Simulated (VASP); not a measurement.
```
C
1.0
    0.00000     1.54791     1.54791
    1.54791     0.00000     1.54791
    1.54791     1.54791     0.00000
C
1
Direct
  0.00000   0.00000   0.00000
```

All values below come from r2SCAN meta-GGA, VASP's PBE PAW potentials (set 64) (plane waves; VASP 6.6.1). Numerical set-up: 520 eV cut-off, 22×22×22 Γ-centred mesh, tetrahedra with Blöchl corrections, potentials C.

Task: Give the energies of bands 1 to 4 at the high-symmetry points, in eV from the Fermi level.

Result: 
```json
[
 {"band": "1", "Γ": "-19.74", "X": "-7.04", "U": "-6.00", "L": "-10.17", "W": "-5.01"},
 {"band": "2", "Γ": "8.49", "X": "-6.08", "U": "-5.30", "L": "-8.91", "W": "-3.64"},
 {"band": "3", "Γ": "8.49", "X": "2.42", "U": "-3.13", "L": "6.66", "W": "-3.64"},
 {"band": "4", "Γ": "8.49", "X": "2.42", "U": "3.65", "L": "6.66", "W": "-0.39"}
]
```

It has no gap at this level: it comes out as a metal or semimetal.

The structure was generated: C was put into the fcc type (Fm-3m), which need not be its known phase. It was relaxed first.
